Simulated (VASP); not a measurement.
The system is Be2ZnO3.

```xyz
12
Lattice="2.5400 -4.3950 0.0000 2.5400 4.3950 0.0000 -1.6932 0.0000 4.7895" Properties=species:S:1:pos:R:3 pbc="T T T"
Be    2.5400   -0.7322    0.0000
Be    2.5400    2.1975    0.0000
Be    1.6934    0.7322    2.3948
Be    1.6934   -2.1975    2.3948
Zn    2.5400   -3.6628    0.0000
Zn    1.6934    3.6628    2.3948
O     1.6934    0.7322    4.1908
O    -0.8466   -0.7322    4.1908
O     1.6934   -2.1975    4.1908
O     2.5400   -0.7322    1.7961
O     0.0000    0.7322    1.7961
O     2.5400    2.1975    1.7961
```

The cell was built by a generator and needn't be a form met in nature.

| Quantity | Value |
| --- | --- |
| Program | VASP 6.6.1 |
| Task | relaxation of cell and atoms |
| Functional | PBE |
| Potentials or basis | VASP PAW PBE potentials, release 64 (Be, Zn, O) |
| Cutoff | 520 eV |
| k mesh | 3 × 3 × 3 |
| Occupations | gaussian, width 0.15 eV |
| Spin | no spin polarisation |

At the start: pressure 7.2 GPa; volume 8.91 Å³/atom.

Task: Where does the relaxation end?

Result: Over 14 steps the energy falls by 305.3 meV/atom and the volume is 8.54 Å³/atom (-4.2 %); space group Cc (No. 9, to 0.05 Å).

Step by step:
```csv
step,energy change (eV),largest force (eV/Å),pressure (GPa),volume (Å³)
1,0.0000,5.8811,7.22,106.93
2,-2.9630,0.8354,-15.31,113.27
3,-3.0858,0.7545,-12.11,112.01
4,-3.5931,0.5387,0.47,102.03
5,-3.5936,0.5366,0.08,102.17
6,-3.6416,0.1898,1.34,101.86
7,-3.6475,0.1761,1.16,101.70
8,-3.6599,0.0954,-0.76,102.58
9,-3.6601,0.0913,-0.66,102.62
10,-3.6602,0.0864,-0.43,102.71
11,-3.6599,0.0926,-1.67,102.89
12,-3.6602,0.0880,-0.29,102.75
13,-3.6600,0.0911,-0.69,102.82
14,-3.6638,0.0531,-0.18,102.46
```

Final structure:
```
CELL_PARAMETERS angstrom
2.49653 -4.37195 0.04092
2.49653 4.37195 0.04092
-1.58684 0.00000 4.66772
ATOMIC_POSITIONS crystal
Be 0.57791 0.41152 0.99897
Be 0.26104 0.74531 0.99951
Be 0.41152 0.57791 0.49897
Be 0.74531 0.26104 0.49951
Zn 0.90824 0.08417 0.99243
Zn 0.08417 0.90824 0.49243
O 0.50200 0.66157 0.86036
O 0.26290 0.04548 0.90812
O 0.87042 0.41945 0.86560
O 0.66157 0.50200 0.36036
O 0.04548 0.26290 0.40812
O 0.41945 0.87042 0.36560
```

Caveat: the k mesh is coarse (spacing up to 0.50 Å⁻¹), so the values aren't converged.
